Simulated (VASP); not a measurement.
# Ta under biaxial strain in the (110) plane

How do stress and energy of Ta follow biaxial strain in the (110) plane?

Program: VASP 6.6.1. Level of theory: r2SCAN; plane waves and PAW (Ta_pv), in the first sound run; inputs show where later runs differ. Results are calculated unless marked as measured.

### 1. The starting structure

It takes space group Im-3m (No. 229, cubic). Conventional cell: a = 3.310 Å, b = 3.310 Å, c = 3.310 Å, α = 90.00°, β = 90.00°, γ = 90.00°. Nearest to Ta lie 8 Ta at 2.87 Å.

Coordinates:

```xyz
1
Lattice="-1.6550 1.6550 1.6550 1.6550 -1.6550 1.6550 1.6550 1.6550 -1.6550" Properties=species:S:1:pos:R:3 pbc="T T T"
Ta    0.0000    0.0000    0.0000
```

### 2. Relax the crystal, r2SCAN

The series starts from the cell that this level prefers, so that zero strain is near zero stress.

Level: r2SCAN; plane waves and PAW (Ta_pv).

File INCAR:

```
SYSTEM = Ta
PREC = Accurate
ENCUT = 450
EDIFF = 1E-07
NELM = 120
ISMEAR = 1
SIGMA = 0.15
LREAL = .FALSE.
ALGO = Normal
METAGGA = R2SCAN
LASPH = .TRUE.
NBANDS = 11
LORBIT = 11
LWAVE = .FALSE.
LCHARG = .FALSE.
KPAR = 8
IBRION = 2
NSW = 40
ISIF = 3
EDIFFG = -0.005
POTIM = 0.4
```

File POSCAR:

```
Ta
1.0
   -1.6550000000      1.6550000000      1.6550000000
    1.6550000000     -1.6550000000      1.6550000000
    1.6550000000      1.6550000000     -1.6550000000
Ta
1
Direct
    0.0000000000      0.0000000000      0.0000000000
```

File KPOINTS:

```
Automatic mesh
0
Gamma
25 25 25
0 0 0
```

Potentials, in the order of the species: Ta_pv (PBE family, release 64).

Launch:

```bash
$ mpirun -np 8 vasp_std
```

The log of the run:

```text
[banner, memory and clock lines left out]
running    8 mpi-ranks, on    1 nodes
[...]
|                                                                             |
|           W    W    AA    RRRRR   N    N  II  N    N   GGGG   !!!           |
|           W    W   A  A   R    R  NN   N  II  NN   N  G    G  !!!           |
|           W    W  A    A  R    R  N N  N  II  N N  N  G       !!!           |
|           W WW W  AAAAAA  RRRRR   N  N N  II  N  N N  G  GGG   !            |
|           WW  WW  A    A  R   R   N   NN  II  N   NN  G    G                |
|           W    W  A    A  R    R  N    N  II  N    N   GGGG   !!!           |
|                                                                             |
|     For optimal performance we recommend to set                             |
|       NCORE = 2 up to number-of-cores-per-socket                            |
|     NCORE specifies how many cores store one orbital (NPAR=cpu/NCORE).      |
|     This setting can greatly improve the performance of VASP for DFT.       |
[...]
DAV:   2    -0.485799620095E+02    0.19045E-03   -0.23680E-04 10541   0.171E-01    0.484E-02
DAV:   3    -0.485799197425E+02    0.42267E-04   -0.12969E-04 10658   0.121E-01    0.189E-02
DAV:   4    -0.485799229062E+02   -0.31637E-05   -0.92409E-07 11046   0.114E-02    0.280E-03
DAV:   5    -0.485799229612E+02   -0.55041E-07   -0.64080E-08  6844   0.270E-03
   2 F= -.48579923E+02 E0= -.48579980E+02  d E =0.921528E-05
 trial-energy change:    0.000009  1 .order    0.000012   -0.000035    0.000058
 step:   0.4124(harm=  0.3761)  dis= 0.00000  next Energy=   -48.579940 (dE=-0.738E-05)
[...]
N       E                     dE             d eps       ncg     rms          rms(c)
DAV:   1    -0.485800212023E+02   -0.98296E-04   -0.27282E-03 10145   0.655E-01    0.841E-02
DAV:   2    -0.485799570519E+02    0.64150E-04   -0.82106E-05 10538   0.100E-01    0.283E-02
DAV:   3    -0.485799404999E+02    0.16552E-04   -0.44612E-05 10640   0.707E-02    0.111E-02
DAV:   4    -0.485799396450E+02    0.85487E-06   -0.32397E-07 11000   0.675E-03    0.165E-03
DAV:   5    -0.485799396289E+02    0.16070E-07   -0.20108E-08  5575   0.151E-03
   3 F= -.48579940E+02 E0= -.48580003E+02  d E =-.745239E-05
[...]
reached required accuracy - stopping structural energy minimisation
```

The job ended after 38 s (8 MPI ranks of Intel Xeon 6975P-C (Granite Rapids), shared host; peak memory 1.4 GiB; 4.9 min of CPU time).

Lines that name or quote the potential files are left out of all logs, and their timing lines are given in words.

From OUTCAR (step 2):

```text
  Total        0.0019278      0.0019278      0.0019278      0.0000000      0.0000000      0.0000000
  in kB        0.1704854      0.1704854      0.1704854      0.0000000      0.0000000      0.0000000
  external PRESSURE =       0.1704854 kB  Pullay stress =       0.0000000 kB

 POSITION                                       TOTAL-FORCE (eV/Angst)
 -----------------------------------------------------------------------------------
      0.00000      0.00000     -0.00000         0.000000      0.000000     -0.000000
 -----------------------------------------------------------------------------------
    total drift:                               -0.000000     -0.000000      0.000000

  FREE ENERGIE OF THE ION-ELECTRON SYSTEM (eV)
  ---------------------------------------------------
  free  energy   TOTEN  =       -48.5799396289 eV

  energy  without entropy=      -48.5801302705  energy(sigma->0) =      -48.58000318

 reached required accuracy - stopping structural energy minimisation

[... 3 further parts left out ...]
[key lines of the parts left out:]
E-fermi :   5.2601
```

This run gave:

| Item | Value |
| --- | --- |
| energy(sigma→0) of the program | -48.5800 eV |
| stress, compression positive | 0.02 along [110], 0.02 across it (mean), GPa |
| volume | 18.117 Å³ |
| ionic steps | 3 |

### 3. Strain along the normal, r2SCAN

One member in full: the plane is strained by -1.5 %, and the strain along the normal is moved by secant steps until the normal stress is under 0.012 GPa or five steps are spent; the atoms relax at each step.

This step took 3 runs, each at a new trial strain with the atoms of the one before; the last is shown.

Level: r2SCAN; plane waves and PAW (Ta_pv).

Changes to INCAR since step 2:

```diff
@@ -15,7 +15,7 @@
 LCHARG = .FALSE.
-KPAR = 8
-IBRION = 2
-NSW = 40
-ISIF = 3
-EDIFFG = -0.005
-POTIM = 0.4
+KPAR = 2
+IBRION = 1
+NSW = 25
+ISIF = 2
+EDIFFG = -0.004
+POTIM = 0.3
```

File POSCAR:

```
Ta
1.0
   -1.6297237490      1.6297237490      1.6297237490
    1.6297237490     -1.6297237490      1.6297237490
    1.6806752440      1.6806752440     -1.6297237490
Ta
1
Direct
    0.0000000000      0.0000000000      0.0000000000
```

KPOINTS is that of step 2.

Launch:

```bash
$ mpirun -np 2 vasp_std
```

The log of the run:

```text
[banner, memory and clock lines left out]
running    2 mpi-ranks, on    1 nodes
[...]
[... a notice as in an earlier step ...]

 LDA part: xc-table for (None), standard interpolation
 POSCAR, INCAR and KPOINTS ok, starting setup
[...]
entering main loop
       N       E                     dE             d eps       ncg     rms          rms(c)
DAV:   1     0.148617875493E+02    0.14862E+02   -0.59649E+03 48609   0.884E+02
DAV:   2    -0.509623998913E+02   -0.65824E+02   -0.64214E+02 53000   0.241E+02
DAV:   3    -0.518769369894E+02   -0.91454E+00   -0.90026E+00 59072   0.279E+01
DAV:   4    -0.518802160513E+02   -0.32791E-02   -0.32780E-02 54018   0.169E+00
[...]
DAV:  12    -0.485721272935E+02   -0.27631E-06   -0.66773E-08 34853   0.224E-03    0.178E-03
DAV:  13    -0.485721268601E+02    0.43347E-06   -0.94552E-08 27739   0.348E-03    0.440E-04
DAV:  14    -0.485721269299E+02   -0.69823E-07   -0.52367E-09 25205   0.916E-04
   1 F= -.48572127E+02 E0= -.48572150E+02  d E =-.485721E+02
 BRION: g(F)=  0.321E-61 g(S)=  0.000E+00
 reached required accuracy - stopping structural energy minimisation
```

Wall time 4.8 min (2 MPI ranks); peak memory 0.85 GiB; 9.5 min of CPU time.

OUTCAR, selected parts (step 3):

```text
  Total        0.2713182      0.2713182      0.4870850     -0.2717116      0.0000000      0.0000000
  in kB       24.3454499     24.3454499     43.7062530    -24.3807489      0.0000000      0.0000000
  external PRESSURE =      30.7990509 kB  Pullay stress =       0.0000000 kB

 POSITION                                       TOTAL-FORCE (eV/Angst)
 -----------------------------------------------------------------------------------
      0.00000      0.00000      0.00000        -0.000000     -0.000000      0.000000
 -----------------------------------------------------------------------------------
    total drift:                                0.000000     -0.000000      0.000000

  FREE ENERGIE OF THE ION-ELECTRON SYSTEM (eV)
  ---------------------------------------------------
  free  energy   TOTEN  =       -48.5721269299 eV

  energy  without entropy=      -48.5721961356  energy(sigma->0) =      -48.57215000

[... 1 part as in an earlier step ...]

[... 3 further parts left out ...]
[key lines of the parts left out:]
E-fermi :   5.3833
```

This run gave:

| Quantity | Value |
| --- | --- |
| energy(sigma→0) of the program | -48.5722 eV |
| stress, compression positive | 0.00 along [110], 4.62 across it (mean), GPa |
| ionic steps | 1 |

### 4. The whole series

The other members went through these steps as far as the tables show, with the same cutoff and, step by step, the same mesh; 26 runs are not shown. The session took 4.2 core hours (wall time by ranks) on a shared machine.

| in-plane strain (%) | strain along the normal (%) | mean of the two in-plane stresses, tension positive (GPa) | energy above the unstrained row, extrapolated to no smearing (meV/atom) |
| --- | --- | --- | --- |
| -2.000 | 2.107 | -6.257 | 14.011 |
| -1.500 | 1.579 | -4.622 | 7.850 |
| -1.000 | 1.049 | ? | ? |
| -0.500 | 0.521 | -1.512 | 0.923 |
| 0 | 0.006 | -0.006 | 0.000 |
| 0.500 | -0.519 | 1.430 | 0.796 |
| 1.000 | -1.071 | 2.736 | 3.172 |
| 1.500 | -1.624 | 3.956 | 6.933 |
| 2.000 | -2.168 | 5.108 | 12.034 |

### 5. A fit to the known rows

A least-squares parabola through the 8 rows shown, with e the strain in %: stress = − 0.1439 e² + 2.853 e − 9.24e-4 (GPa), r.m.s. residual 0.028 GPa.

At e = -1 this predicts -2.998 GPa.

### 6. Checking the prediction

The calculation gives -3.038 GPa, so the prediction is 0.040 GPa too high, within twice the residual of the fit.

Slopes at zero strain, from cubics through all rows: strain ratio -1.056, stress over strain 290 GPa.

### 7. Outcome

| Quantity | Value |
| --- | --- |
| error of the predicted stress | 0.040 GPa |
| ratio of normal to in-plane strain | -1.056 |
| biaxial modulus | 290 GPa |

**Reading.** As a check, the curvature of the energy gives 294 GPa for the same modulus (energy per volume = M × strain²), 1 % from the slope of the stress; these energies are extrapolated to no smearing, while the stress belongs to the free energy, so part of the difference may come from that. These are static values: temperature and zero-point motion are left out. In a metal the slopes also depend on mesh and smearing, which were held through the series.

[Lines on the potential files, build, host, timing and source positions are cut from VASP's logs without a mark.]

[Logs are printed without paths, hosts, clocks, repeated set-up lines and the standing remarks that a program may print on its own settings, such as how far it seeks lower states.]

[Hosts, paths, dates, database ids (printed as entryN), source tags and the programs' standing remarks are cut or masked in the printed files.]

[In band tables of VASP the shares of atoms and orbitals are scaled to a sum of 1 inside the atoms' spheres.]
